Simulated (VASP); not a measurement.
Data:

```
CELL_PARAMETERS angstrom
      0.00000     2.66032     2.67517
      2.67865     0.00000     2.67517
      2.67865     2.66032     0.00000
ATOMIC_POSITIONS crystal
  Cd 0.00000 0.00000 0.00000
  F  0.25000 0.25000 0.25000
  F  0.74567 0.75433 0.75433
```

All values below come from PBE GGA, VASP's PBE PAW potentials (set 64) (plane waves; VASP). Numerical set-up: 520 eV cut-off, 10×10×10 Γ-centred mesh, Gaussian smearing of 0.050 eV, potentials Cd F.

### Question
Predict the energy per atom (σ→0), pressure, largest force.

### Answer

```yaml
energy per atom (σ→0): -3.603 eV/atom
pressure: 9.54 GPa
largest_force: 0.128 eV/Å
```

Total energies compare only between runs with the same potentials, cut-off and functional.

The compound is CdF2 in the fluorite structure. The cell was not relaxed at this level, atoms are displaced from their ideal sites. The run is one of a series of settings (KPOINTS 10×10×10 Γ-centred mesh against the base run), some of them coarse on purpose.
